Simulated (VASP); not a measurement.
# CdSb2O4 (Pbam) in VASP: notebook, part 2 of 2

VASP 6.6.1. Earlier steps stand in the parts before.

### Step 3. Relaxation of cell and atoms, PBE

This run uses another cell than the first one, of 16.99 Å³/atom, 1.113 times its volume.

File INCAR:

```
SYSTEM = CdSb2O4
  ALGO = Normal
  EDIFF = 1E-7
  EDIFFG = -0.005
  ENCUT = 520
  GGA = PE
  IBRION = 2
  ISIF = 3
  ISMEAR = 0
  KPAR = 8
  LASPH = .True.
  LCHARG = .False.
  LREAL = .False.
  LWAVE = .False.
  NELM = 120
  NSW = 60
  POTIM = 0.3
  PREC = Accurate
  SIGMA = 0.1
```

File KPOINTS:

```
k-points
0
Gamma
  6 4 8
  0 0 0
```

File POSCAR:

```
CdSb2O4                                 
1.0
    6.9142145288      0.0000000000      0.0000000000
   -0.0000000000     10.0571064891      0.0000000000
    0.0000000000      0.0000000000      3.4202306726
  Cd              Sb              O             
     2     4     8
Direct
     0.5000000000000000    0.0000000000000000    0.0000000000000000
     0.0000000000000000    0.5000000000000000    0.0000000000000000
     0.0921559289331194    0.2024275238833138    0.5000000000000000
     0.9078440710668810    0.7975724761166864    0.5000000000000000
     0.5921559289331191    0.2975724761166863    0.5000000000000000
     0.4078440710668806    0.7024275238833136    0.5000000000000000
     0.6850069311764770    0.1974202353914025    0.0000000000000000
     0.3149930688235228    0.8025797646085984    0.0000000000000000
     0.6137382016292209    0.8651278509943436    0.5000000000000000
     0.3862617983707791    0.1348721490056555    0.5000000000000000
     0.1850069311764774    0.3025797646085975    0.0000000000000000
     0.8149930688235230    0.6974202353914016    0.0000000000000000
     0.8862617983707791    0.3651278509943446    0.5000000000000000
     0.1137382016292209    0.6348721490056564    0.5000000000000000
```

Potentials or basis: VASP PAW PBE potentials, release 64 (Cd, Sb, O).

Run with:

```bash
$ cat potpaw_PBE.64/Cd/POTCAR potpaw_PBE.64/Sb/POTCAR potpaw_PBE.64/O/POTCAR > POTCAR
$ mpirun -np 8 vasp_std > vasp.out
```

Run time: 56 min. Hardware: 8 MPI ranks of Intel Xeon 6975P-C (Granite Rapids), shared host; peak memory 0.87 GiB.

It converged, with:

```yaml
Free_energy: -74.6246 eV
Relaxed_volume: 17.36 Å³/atom
Relaxed_cell: a = 7.103 Å, b = 10.064 Å, c = 3.399 Å, α = 90.00°, β = 90.00°, γ = 90.00°
Space_group_after_relaxing_to_0.05_Å: Pbam (No. 55)
Energy_gained_by_relaxing: 2.0 meV/atom
Ionic_steps: 51
Pressure_after_relaxing: 0.0 GPa
Largest_force_after_relaxing: 0.005 eV/Å
Band_gap_on_the_k_mesh: 2.25 eV, indirect (least direct gap 2.44 eV)
```

Forces in eV/Å, atoms in the order of the input:
```
Cd   0.000  0.000  0.000
Cd   0.000  0.000  0.000
Sb   0.004  0.002  0.000
Sb  -0.004 -0.002  0.000
Sb   0.004 -0.002  0.000
Sb  -0.004  0.002  0.000
O    0.000 -0.002  0.000
O    0.000  0.002  0.000
O   -0.004  0.002  0.000
O    0.004 -0.002  0.000
O    0.000  0.002  0.000
O    0.000 -0.002  0.000
O    0.004  0.002  0.000
O   -0.004 -0.002  0.000
```

Step by step:
```
step  energy change (eV)  largest force (eV/Å)  pressure (GPa)  volume (Å³)
   1              0.0000                0.0034            0.60       237.83
   3             -0.0056                0.1263           -0.20       239.75
   5             -0.0091                0.0678            0.02       240.11
   7             -0.0129                0.0541            0.04       240.53
   9             -0.0142                0.0656            0.07       240.96
  11             -0.0155                0.0671           -0.22       241.57
  13             -0.0164                0.0538           -0.02       241.33
  15             -0.0174                0.0470            0.14       241.18
  17             -0.0184                0.0499           -0.12       241.71
  19             -0.0188                0.0522           -0.17       241.81
  21             -0.0209                0.0473           -0.12       241.72
  23             -0.0226                0.0393            0.08       241.41
  25             -0.0236                0.0483            0.02       241.66
  27             -0.0245                0.0540           -0.08       242.09
  29             -0.0250                0.0642            0.11       242.85
  31             -0.0261                0.0235           -0.01       242.67
  33             -0.0268                0.0262           -0.11       243.16
  35             -0.0272                0.0320            0.12       242.70
  37             -0.0275                0.0193            0.04       242.73
  39             -0.0278                0.0171           -0.07       243.09
  41             -0.0279                0.0177            0.01       243.02
  43             -0.0279                0.0181            0.03       243.00
  45             -0.0281                0.0178            0.01       243.05
  47             -0.0281                0.0181            0.01       243.07
  49             -0.0282                0.0140           -0.06       243.14
  51             -0.0283                0.0048            0.00       242.98
```

Final structure:
```
Cd Sb O
1.0
     7.10347    0.00000    0.00000
     0.00000   10.06436    0.00000
     0.00000    0.00000    3.39866
Cd Sb O
2 4 8
Direct
  0.50000 0.00000 0.00000
  0.00000 0.50000 0.00000
  0.10708 0.20474 0.50000
  0.89292 0.79526 0.50000
  0.60708 0.29526 0.50000
  0.39292 0.70474 0.50000
  0.69294 0.19231 0.00000
  0.30706 0.80769 0.00000
  0.60467 0.86110 0.50000
  0.39533 0.13890 0.50000
  0.19294 0.30769 0.00000
  0.80706 0.69231 0.00000
  0.89533 0.36110 0.50000
  0.10467 0.63890 0.50000
```

Levels at points of the mesh, in eV from the valence-band top:
```csv
k point,band 42,band 43,band 44,band 45,band 46,band 47,band 48,band 49,band 50,band 51
"(0.00, 0.00, 0.00)",-0.68,-0.60,-0.58,-0.52,-0.01,2.48,2.59,3.40,3.58,4.00
"(0.50, 0.00, 0.00)",-0.80,-0.60,-0.60,-0.34,-0.34,2.25,2.25,3.02,3.02,4.39
"(0.00, 0.50, 0.00)",-0.76,-0.58,-0.58,-0.29,-0.29,2.81,2.81,3.16,3.16,4.23
"(0.50, 0.50, 0.00)",-0.77,-0.59,-0.59,-0.42,-0.42,2.66,2.66,2.71,2.71,4.59
"(0.00, 0.00, 0.50)",-1.02,-0.45,-0.30,-0.27,-0.12,2.50,3.29,3.32,3.38,4.44
"(0.50, 0.00, 0.50)",-0.94,-0.76,-0.76,-0.23,-0.23,2.67,2.67,3.43,3.43,5.20
"(0.00, 0.50, 0.50)",-0.80,-0.56,-0.56,-0.23,-0.23,2.69,2.69,3.58,3.58,4.67
"(0.50, 0.50, 0.50)",-0.87,-0.60,-0.60,-0.47,-0.47,2.61,2.61,3.49,3.49,5.21
```

Caveat: spin-orbit coupling is left out, which moves the levels of the heavy elements.
